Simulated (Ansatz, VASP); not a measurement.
**SiO2 (Cristobalite): VASP beside Ansatz**

One calculation is typed for both programs; each brings its own data sets. How far apart do they land? The cell is taken from a series of runs on this material, whose earlier steps may have relaxed, scaled, displaced or heated it; both programs get it as it stands.

Main program and level: Ansatz 0.2.0; plane waves, with VASP 6.6.1 beside it; dielectric response at PBE.

### 1. The structure

Symmetry: P4_12_12, No. 92, tetragonal system. Conventional cell: a = 4.982 Å, b = 4.982 Å, c = 6.963 Å, α = 90.00°, β = 90.00°, γ = 90.00°. Si has 4 O at 1.60 to 1.61 Å nearest. Nearest to O lie 2 Si at 1.60 to 1.61 Å. Farther neighbours and most contacts between anions are not listed.

### 2. VASP: dielectric response, PBE

The response to a field tests empty states and converges slowly with the mesh.

Lines of VASP's logs that name or quote its potential files are left out, and so is its time.

The input, INCAR:

```
SYSTEM = SiO2
PREC = Accurate
ENCUT = 520
EDIFF = 1E-08
NELM = 120
ISMEAR = 0
SIGMA = 0.01
LREAL = .FALSE.
ALGO = Normal
GGA = PE
NBANDS = 44
LORBIT = 11
LWAVE = .FALSE.
LCHARG = .FALSE.
ISIF = 2
LEPSILON = .TRUE.
LASPH = .TRUE.
GGA_COMPAT = .FALSE.
EFERMI = MIDGAP
KPAR = 2
```

The input, POSCAR:

```
SiO2
1.0
    4.9820000000      0.0000000000      0.0000000000
    0.0000000000      4.9820000000      0.0000000000
    0.0000000000      0.0000000000      6.9630000000
Si O
4 8
Direct
    0.2989700000      0.2989700000      0.0000000000
    0.2010300000      0.7989700000      0.2500000000
    0.7010300000      0.7010300000      0.5000000000
    0.7989700000      0.2010300000      0.7500000000
    0.2398900000      0.1034700000      0.1781300000
    0.3965300000      0.7398900000      0.4281300000
    0.7601100000      0.8965300000      0.6781300000
    0.6034700000      0.2601100000      0.9281300000
    0.7398900000      0.3965300000      0.5718700000
    0.8965300000      0.7601100000      0.3218700000
    0.2601100000      0.6034700000      0.0718700000
    0.1034700000      0.2398900000      0.8218700000
```

The input, KPOINTS:

```
Automatic mesh
0
Gamma
4 4 4
0 0 0
```

The projector-augmented-wave data sets are Si and O (PBE family, release 64).

On the command line:

```bash
$ mpirun -np 2 vasp_std
```

Numbers of over 12 decimals in the logs are rounded to 6 here.

The log of the run:

```text
[banner, memory and clock lines left out]
running    2 mpi-ranks, on    1 nodes
 distrk:  each k-point on    1 cores,    2 groups
 distr:  one band on    1 cores,    1 groups

 POSCAR found type information on POSCAR SiO
 POSCAR found :  2 types and      12 ions
 LDA part: xc-table for (Slater+PW92), standard interpolation
 POSCAR, INCAR and KPOINTS ok, starting setup
 FFT: planning ... GRIDC
 FFT: planning ... GRID_SOFT
 FFT: planning ... GRID
 WAVECAR not read
 entering main loop
       N       E                     dE             d eps       ncg     rms          rms(c)
DAV:   1     0.412236599107E+03    0.41224E+03   -0.32760E+04  1592   0.132E+03
DAV:   2    -0.758077721966E+02   -0.48804E+03   -0.47320E+03  1992   0.316E+02
DAV:   3    -0.107550218864E+03   -0.31742E+02   -0.31598E+02  1928   0.853E+01
DAV:   4    -0.107971882234E+03   -0.42166E+00   -0.42085E+00  1992   0.108E+01
DAV:   5    -0.107979484617E+03   -0.76024E-02   -0.75970E-02  1952   0.142E+00    0.300E+01
DAV:   6    -0.948021025096E+02    0.13177E+02   -0.49888E+01  1836   0.326E+01    0.142E+01
DAV:   7    -0.948013650722E+02    0.73744E-03   -0.15287E+00  1872   0.510E+00    0.514E+00
DAV:   8    -0.947881896003E+02    0.13175E-01   -0.81738E-02  1920   0.172E+00    0.199E+00
DAV:   9    -0.947995054864E+02   -0.11316E-01   -0.43259E-02  1784   0.120E+00    0.362E-01
DAV:  10    -0.948020778193E+02   -0.25723E-02   -0.40535E-03  1724   0.308E-01    0.111E-01
DAV:  11    -0.948020805231E+02   -0.27038E-05   -0.94871E-04  1952   0.162E-01    0.156E-02
DAV:  12    -0.948020939507E+02   -0.13428E-04   -0.27062E-05  1824   0.266E-02    0.154E-02
DAV:  13    -0.948020984666E+02   -0.45159E-05   -0.65709E-06  1768   0.134E-02    0.508E-03
DAV:  14    -0.948020992538E+02   -0.78718E-06   -0.98449E-07  1888   0.525E-03    0.125E-03
DAV:  15    -0.948020992706E+02   -0.16793E-07   -0.43716E-08  1568   0.119E-03    0.594E-04
DAV:  16    -0.948020992530E+02    0.17582E-07   -0.42915E-09  1352   0.344E-04    0.219E-04
DAV:  17    -0.948020992487E+02    0.43110E-08   -0.19482E-09  1056   0.222E-04
   1 F= -.94802099E+02 E0= -.94802099E+02  d E =0.000000E+00
 Linear response reoptimize wavefunctions to high precision
DAV:   1    -0.948020992488E+02   -0.11642E-09   -0.29043E-10  1016   0.823E-05
DAV:   2    -0.948020992487E+02    0.63665E-10   -0.43606E-11  1008   0.369E-05
 Linear response G [H, r] |phi>, progress :
  Direction:   1
       N       E                     dE             d eps       ncg     rms
RMM:   1    -0.242310744767E+03   -0.24231E+03    0.25051E+02  3628   0.965E+01
RMM:   2    -0.226785874599E+03    0.15525E+02   -0.14324E+01  2756   0.182E+01
RMM:   3    -0.226907299408E+03   -0.12142E+00   -0.28772E-01  2860   0.228E+00
RMM:   4    -0.226912140431E+03   -0.48410E-02   -0.79523E-03  2989   0.369E-01
RMM:   5    -0.226912247163E+03   -0.10673E-03   -0.34441E-04  3006   0.655E-02
RMM:   6    -0.226912278436E+03   -0.31273E-04   -0.30839E-04  3072   0.135E-02
RMM:   7    -0.226912284703E+03   -0.62663E-05   -0.35915E-04  3161   0.484E-03
RMM:   8    -0.226912280833E+03    0.38699E-05   -0.32052E-04  3158   0.336E-03
RMM:   9    -0.226912282383E+03   -0.15506E-05   -0.18852E-04  3064   0.315E-03
RMM:  10    -0.226912274509E+03    0.78747E-05   -0.32165E-04  2943   0.313E-03
RMM:  11    -0.226912276378E+03   -0.18689E-05   -0.24696E-05  2951   0.315E-03
 Linear response G [H, r] |phi>, progress :
  Direction:   2
       N       E                     dE             d eps       ncg     rms
RMM:   1    -0.241196236355E+03   -0.24120E+03    0.26063E+02  3524   0.963E+01
RMM:   2    -0.233724363384E+03    0.74719E+01   -0.12651E+01  2742   0.177E+01
RMM:   3    -0.233840073404E+03   -0.11571E+00   -0.24724E-01  2850   0.215E+00
RMM:   4    -0.233844572600E+03   -0.44992E-02   -0.66500E-03  2973   0.345E-01
RMM:   5    -0.233844659310E+03   -0.86710E-04   -0.32518E-04  3009   0.605E-02
RMM:   6    -0.233844674006E+03   -0.14696E-04   -0.17779E-04  3080   0.124E-02
RMM:   7    -0.233844671450E+03    0.25566E-05   -0.14636E-04  3157   0.449E-03
RMM:   8    -0.233844676078E+03   -0.46280E-05   -0.18400E-04  3160   0.317E-03
RMM:   9    -0.233844675878E+03    0.19927E-06   -0.35332E-04  3035   0.299E-03
RMM:  10    -0.233844670771E+03    0.51075E-05    0.89432E-04  2915   0.297E-03
RMM:  11    -0.233844667455E+03    0.33156E-05   -0.25701E-04  2913   0.299E-03
 Linear response G [H, r] |phi>, progress :
  Direction:   3
       N       E                     dE             d eps       ncg     rms
RMM:   1    -0.240921541417E+03   -0.24092E+03    0.25923E+02  3527   0.967E+01
RMM:   2    -0.230198859426E+03    0.10723E+02   -0.13722E+01  2713   0.180E+01
RMM:   3    -0.230322226575E+03   -0.12337E+00   -0.25157E-01  2827   0.218E+00
RMM:   4    -0.230326951073E+03   -0.47245E-02   -0.72690E-03  2972   0.362E-01
RMM:   5    -0.230327081274E+03   -0.13020E-03   -0.30385E-04  3008   0.632E-02
RMM:   6    -0.230327088043E+03   -0.67696E-05   -0.42943E-05  3081   0.132E-02
RMM:   7    -0.230327089138E+03   -0.10950E-05   -0.42396E-05  3153   0.508E-03
RMM:   8    -0.230327094618E+03   -0.54799E-05   -0.97136E-05  3160   0.371E-03
RMM:   9    -0.230327081661E+03    0.12957E-04    0.29271E-04  3027   0.353E-03
RMM:  10    -0.230327095595E+03   -0.13934E-04   -0.63615E-05  2911   0.351E-03
[...]
dielectric tensor                  component  1 :     2.255    -0.003    -0.011
 Linear response to external field (no local field effect), progress :
  Direction:   2
       N       E                     dE             d eps       ncg     rms          rms(c)
RMM:   1    -0.676469068124E+00   -0.67647E+00   -0.17683E+00  2900   0.289E+00
RMM:   2    -0.679972575307E+00   -0.35035E-02   -0.15066E-02  2819   0.480E-01
RMM:   3    -0.680139989256E+00   -0.16741E-03   -0.26301E-04  2917   0.554E-02
RMM:   4    -0.680145888147E+00   -0.58989E-05   -0.86518E-06  2968   0.918E-03
RMM:   5    -0.680146087214E+00   -0.19907E-06   -0.42599E-07  2994   0.187E-03
RMM:   6    -0.680146096319E+00   -0.91053E-08   -0.75457E-09  2785   0.450E-04
 change of polarisation eV/A/(eV/A) component  2 :    -0.003     1.360     0.000
 dielectric tensor                  component  2 :    -0.003     2.424     0.000
 Linear response to external field (no local field effect), progress :
  Direction:   3
       N       E                     dE             d eps       ncg     rms          rms(c)
RMM:   1    -0.648094608470E+00   -0.64809E+00   -0.16526E+00  2893   0.288E+00
RMM:   2    -0.650370465889E+00   -0.22759E-02   -0.14286E-02  2777   0.476E-01
RMM:   3    -0.650506961627E+00   -0.13650E-03   -0.24207E-04  2885   0.551E-02
RMM:   4    -0.650512235981E+00   -0.52744E-05   -0.74347E-06  2968   0.904E-03
RMM:   5    -0.650512392456E+00   -0.15647E-06   -0.33339E-07  2987   0.185E-03
RMM:   6    -0.650512408818E+00   -0.16362E-07   -0.24545E-08  2791   0.459E-04
RMM:   7    -0.650512408951E+00   -0.13229E-09   -0.44815E-09  2333   0.215E-04
 change of polarisation eV/A/(eV/A) component  3 :    -0.011     0.000     1.301
 dielectric tensor                  component  3 :    -0.011     0.000     2.362
 Linear response to external field, progress :
  Direction:   1
       N       E                     dE             d eps       ncg     rms          rms(c)
RMM:   1    -0.636445727743E+00   -0.63645E+00   -0.15936E+00  4823   0.283E+00
RMM:   2    -0.639505703982E+00   -0.30600E-02   -0.14085E-02  4699   0.472E-01    0.139E+00
RMM:   3    -0.615927656541E+00    0.23578E-01   -0.32303E-02  4781   0.732E-01    0.802E-01
RMM:   4    -0.637368594603E+00   -0.21441E-01   -0.23244E-02  4908   0.634E-01    0.188E-01
RMM:   5    -0.651226571929E+00   -0.13858E-01   -0.18589E-03  4839   0.165E-01    0.699E-02
RMM:   6    -0.655044015582E+00   -0.38174E-02   -0.42265E-04  4639   0.772E-02    0.130E-02
RMM:   7    -0.655502588973E+00   -0.45857E-03   -0.55324E-05  4990   0.164E-02    0.805E-03
RMM:   8    -0.655867353640E+00   -0.36476E-03    0.41625E-06  4612   0.101E-02    0.119E-03
RMM:   9    -0.655865677941E+00    0.16757E-05    0.22024E-05  4989   0.174E-03    0.634E-04
RMM:  10    -0.655858990983E+00    0.66870E-05    0.21836E-05  4941   0.911E-04    0.160E-04
RMM:  11    -0.655853587798E+00    0.54032E-05    0.21858E-05  4818   0.319E-04    0.557E-05
RMM:  12    -0.655852772445E+00    0.81535E-06    0.22407E-05  4531   0.201E-04    0.294E-05
RMM:  13    -0.655852146840E+00    0.62560E-06    0.23153E-05  3829   0.148E-04    0.126E-05
RMM:  14    -0.655852208922E+00   -0.62082E-07    0.23827E-05  3302   0.137E-04    0.190E-06
 change of polarisation eV/A/(eV/A) component  1 :     1.193    -0.003    -0.005
 dielectric tensor                  component  1 :     2.249    -0.003    -0.006
 Linear response to external field, progress :
  Direction:   2
       N       E                     dE             d eps       ncg     rms          rms(c)
RMM:   1    -0.636445909021E+00   -0.63645E+00   -0.15936E+00  4823   0.283E+00
RMM:   2    -0.639505744095E+00   -0.30598E-02   -0.14085E-02  4701   0.472E-01    0.139E+00
RMM:   3    -0.615797745458E+00    0.23708E-01   -0.31003E-02  4780   0.732E-01    0.802E-01
RMM:   4    -0.637336933055E+00   -0.21539E-01   -0.22924E-02  4908   0.634E-01    0.188E-01
RMM:   5    -0.651214779440E+00   -0.13878E-01   -0.17442E-03  4838   0.165E-01    0.700E-02
RMM:   6    -0.655039058745E+00   -0.38243E-02   -0.38219E-04  4639   0.772E-02    0.130E-02
RMM:   7    -0.655498838418E+00   -0.45978E-03   -0.17904E-05  4990   0.164E-02    0.805E-03
RMM:   8    -0.655867708813E+00   -0.36887E-03    0.36437E-06  4610   0.101E-02    0.120E-03
RMM:   9    -0.655867037026E+00    0.67179E-06    0.87712E-06  4990   0.175E-03    0.635E-04
RMM:  10    -0.655860143208E+00    0.68938E-05    0.10213E-05  4941   0.912E-04    0.159E-04
RMM:  11    -0.655854794064E+00    0.53491E-05    0.10219E-05  4814   0.319E-04    0.558E-05
RMM:  12    -0.655853956959E+00    0.83711E-06    0.11071E-05  4538   0.202E-04    0.294E-05
RMM:  13    -0.655853362319E+00    0.59464E-06    0.11543E-05  3833   0.149E-04    0.126E-05
RMM:  14    -0.655853402621E+00   -0.40302E-07    0.12373E-05  3309   0.138E-04    0.185E-06
 change of polarisation eV/A/(eV/A) component  2 :    -0.001     1.193    -0.005
 dielectric tensor                  component  2 :    -0.002     2.249    -0.005
 Linear response to external field, progress :
  Direction:   3
       N       E                     dE             d eps       ncg     rms          rms(c)
RMM:   1    -0.648094608470E+00   -0.64809E+00   -0.16526E+00  2893   0.288E+00
RMM:   2    -0.650369809216E+00   -0.22752E-02   -0.14285E-02  2777   0.476E-01    0.150E+00
RMM:   3    -0.612988484661E+00    0.37381E-01   -0.87911E-02  2903   0.113E+00    0.809E-01
RMM:   4    -0.621540550161E+00   -0.85521E-02   -0.15209E-02  2944   0.492E-01    0.361E-01
RMM:   5    -0.645108035147E+00   -0.23567E-01   -0.90657E-03  2849   0.363E-01    0.749E-02
RMM:   6    -0.649335820040E+00   -0.42278E-02   -0.33202E-04  2879   0.865E-02    0.227E-02
RMM:   7    -0.649709095042E+00   -0.37328E-03   -0.15558E-04  2979   0.242E-02    0.765E-03
RMM:   8    -0.650072581774E+00   -0.36349E-03   -0.41530E-05  2915   0.106E-02    0.333E-03
RMM:   9    -0.650103220968E+00   -0.30639E-04    0.18716E-05  3002   0.358E-03    0.789E-04
RMM:  10    -0.650098999191E+00    0.42218E-05    0.83192E-06  2992   0.116E-03    0.368E-04
RMM:  11    -0.650100183237E+00   -0.11840E-05    0.30263E-06  2889   0.338E-04    0.173E-04
RMM:  12    -0.650100192094E+00   -0.88574E-08    0.36287E-06  2802   0.223E-04    0.408E-05
RMM:  13    -0.650099845485E+00    0.34661E-06    0.64488E-06  2495   0.164E-04    0.734E-06
 change of polarisation eV/A/(eV/A) component  3 :    -0.011     0.000     1.185
 dielectric tensor                  component  3 :    -0.011     0.000     2.240
 Born effective charges drift removed
```

OUTCAR, selected parts (step 2):

```text
ion  position               nearest neighbor table
   1  0.299  0.299  0.000-   5 1.60  12 1.60  11 1.61   8 1.61   2 3.08   4 3.08   2 3.08   4 3.08

  LATTYP: Found a simple tetragonal cell.
 ALAT       =     4.9820000000
 C/A-ratio  =     1.3976314733

 Subroutine GETGRP returns: Found  8 space group operations
 (whereof  2 operations were pure point group operations)

The static configuration has the point symmetry C_2 .
 The point group associated with its full space group is D_4 .

 Found     18 irreducible k-points:

   k-points           NKPTS =     18   k-points in BZ     NKDIM =     18   number of bands    NBANDS=     44

   dimension x,y,z NGX =    40 NGY =   40 NGZ =   54
   dimension x,y,z NGXF=    80 NGYF=   80 NGZF=  108

   ENCUT  =  520.0 eV  38.22 Ry    6.18 a.u.   9.26  9.26 12.95*2*pi/ulx,y,z

   NELECT =      64.0000    total number of electrons

 k-points in reciprocal lattice and weights: Automatic mesh
   0.00000000  0.00000000  0.00000000       0.016
   0.25000000  0.00000000  0.00000000       0.062
   0.50000000  0.00000000  0.00000000       0.031
   0.25000000  0.25000000  0.00000000       0.062
   0.50000000  0.25000000  0.00000000       0.062
   0.50000000  0.50000000  0.00000000       0.016
   0.00000000  0.00000000  0.25000000       0.031
   0.25000000  0.00000000  0.25000000       0.125
   0.50000000  0.00000000  0.25000000       0.062
[...]
0.50000000  0.25000000  0.50000000       0.062
   0.50000000  0.50000000  0.50000000       0.016

 average (electrostatic) potential at core
       1 -87.5148       2 -87.5148       3 -87.5148       4 -87.5148       5 -73.5141
       6 -73.5141       7 -73.5141       8 -73.5141       9 -73.5141      10 -73.5141
      11 -73.5141      12 -73.5141

  Total        6.7138856      6.7138856      7.3783600     -0.0000000      0.0000000     -0.0000000
  in kB       62.2415900     62.2415900     68.4016505     -0.0000000      0.0000000     -0.0000000
  external PRESSURE =      64.2949435 kB  Pullay stress =       0.0000000 kB

  energy-cutoff  :      520.00
  volume of cell :      172.82
      direct lattice vectors                 reciprocal lattice vectors
     4.982000000  0.000000000  0.000000000     0.200722601  0.000000000  0.000000000
     0.000000000  4.982000000  0.000000000     0.000000000  0.200722601  0.000000000
     0.000000000  0.000000000  6.963000000     0.000000000  0.000000000  0.143616257

 POSITION                                       TOTAL-FORCE (eV/Angst)
 -----------------------------------------------------------------------------------
      1.48947      1.48947      0.00000         0.119055      0.119055      0.000000
      1.00153      3.98047      1.74075        -0.119055      0.119055      0.000000
      3.49253      3.49253      3.48150        -0.119055     -0.119055      0.000000
      3.98047      1.00153      5.22225         0.119055     -0.119055      0.000000
      1.19513      0.51549      1.24032        -0.078880      0.091548      0.386894
      1.97551      3.68613      2.98107        -0.091548     -0.078880      0.386894
      3.78687      4.46651      4.72182         0.078880     -0.091548      0.386894
      3.00649      1.29587      6.46257         0.091548      0.078880      0.386894
      3.68613      1.97551      3.98193        -0.078880     -0.091548     -0.386894
      4.46651      3.78687      2.24118        -0.091548      0.078880     -0.386894
      1.29587      3.00649      0.50043         0.078880      0.091548     -0.386894
      0.51549      1.19513      5.72268         0.091548     -0.078880     -0.386894
 -----------------------------------------------------------------------------------
    total drift:                                0.000000     -0.000000     -0.000000

 MACROSCOPIC STATIC DIELECTRIC TENSOR (including local field effects in DFT)
 ------------------------------------------------------
           2.249334    -0.000000    -0.000000
          -0.000000     2.249334     0.000000
           0.000000     0.000000     2.240455
 ------------------------------------------------------

 PIEZOELECTRIC TENSOR (including local field effects)  for field in x, y, z        (C/m^2)
          XX          YY          ZZ          XY          YZ          ZX
  --------------------------------------------------------------------------------
  x     0.00000     0.00000     0.00000     0.00000     0.02064     0.00000
  y     0.00000    -0.00000    -0.00000     0.00000     0.00000    -0.02064
  z    -0.00000    -0.00000     0.00000    -0.00000     0.00000     0.00000

 BORN EFFECTIVE CHARGES (including local field effects) (in |e|, cummulative output)
 ---------------------------------------------------------------------------------
 ion    1
    1     3.32205     0.01811     0.18302
    2     0.01811     3.32205    -0.18302
    3    -0.33563     0.33563     3.28523
 ion    2
    1     3.32205    -0.01811     0.18302
    2    -0.01811     3.32205     0.18302
    3    -0.33563    -0.33563     3.28523
 ion    3
    1     3.32205     0.01811    -0.18302
    2     0.01811     3.32205     0.18302
    3     0.33563    -0.33563     3.28523
 ion    4
    1     3.32205    -0.01811    -0.18302
    2    -0.01811     3.32205    -0.18302
    3     0.33563     0.33563     3.28523
 ion    5
    1    -1.04376    -0.14916     0.06244
    2    -0.20719    -2.27829     0.80293
    3     0.20080     0.79607    -1.64262
 ion    6
    1    -2.27829     0.20719    -0.80293
    2     0.14916    -1.04376     0.06244
    3    -0.79607     0.20080    -1.64262
 ion    7
    1    -1.04376    -0.14916    -0.06244
    2    -0.20719    -2.27829    -0.80293
    3    -0.20080    -0.79607    -1.64262
 ion    8
    1    -2.27829     0.20719     0.80293
    2     0.14916    -1.04376    -0.06244
    3     0.79607    -0.20080    -1.64262
 ion    9
    1    -1.04376     0.14916    -0.06244
    2     0.20719    -2.27829     0.80293
    3    -0.20080     0.79607    -1.64262
 ion   10
    1    -2.27829    -0.20719     0.80293
    2    -0.14916    -1.04376     0.06244
    3     0.79607     0.20080    -1.64262
 ion   11
    1    -1.04376     0.14916     0.06244
    2     0.20719    -2.27829    -0.80293
    3     0.20080    -0.79607    -1.64262
 ion   12
    1    -2.27829    -0.20719    -0.80293
    2    -0.14916    -1.04376    -0.06244
    3    -0.79607    -0.20080    -1.64262
```

(Continued in part 2 of 2.)

[Lines on the potential files, build, host, timing and source positions are cut from VASP's logs without a mark.]

[Logs are printed without paths, hosts, clocks, repeated set-up lines and the standing remarks that a program may print on its own settings, such as how far it seeks lower states.]

[Hosts, paths, dates, database ids (printed as entryN), source tags and the programs' standing remarks are cut or masked in the printed files.]
